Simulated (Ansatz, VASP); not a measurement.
## One calculation of B2SbP3, two programs

```xyz
6
Lattice="3.6809 0.0000 0.0000 -1.8405 3.1878 0.0000 0.0000 0.0000 8.7334" Properties=species:S:1:pos:R:3 pbc="T T T"
B     0.0000    0.0000    2.2975
B     0.0000    0.0000    6.4359
Sb    0.0000    0.0000    4.3667
P     0.0000    2.1252    0.0000
P     1.8405    1.0626    0.0000
P     0.0000    0.0000    0.0000
```

Alike in both runs: task single point; functional PBE; k mesh 6 × 6 × 2; occupations gaussian, width 0.1 eV; no spin polarisation.

```csv
,VASP,Ansatz
version,VASP 6.6.1,Ansatz 0.2.0
potentials or method,"VASP PAW PBE potentials, release 64 (B, Sb, P)","scalar-relativistic, plane waves, PAW"
plane-wave cutoff (eV),520,420
valence electrons in the cell,26,36
```

```csv
,VASP,Ansatz,Ansatz less VASP
gap on the k mesh at the Fermi level (eV),none,none,-
pressure (GPa),22.3,22.4,+0.17
largest component of the traceless stress (GPa),26.20,27.13,+0.931
rms of the force components (eV/Å),0.833,0.787,-0.0460
```

Atom by atom the forces differ by 0.046 eV/Å (rms over components). A gap of «none» marks a metal or a gap that the smearing closes. The functional is the same, so the differences come from potentials, cutoffs and numerics. The two sets of potentials don't hold the same shells in valence.

Caveats: so large a pressure means that the cell lies far from this level's equilibrium, or that cutoff or potentials fall short (VASP); forces of over 1 eV/Å show positions far from the minimum, so gaps and moduli don't describe the material at rest. The runs have no spin-orbit coupling, so splittings on Sb are missing.
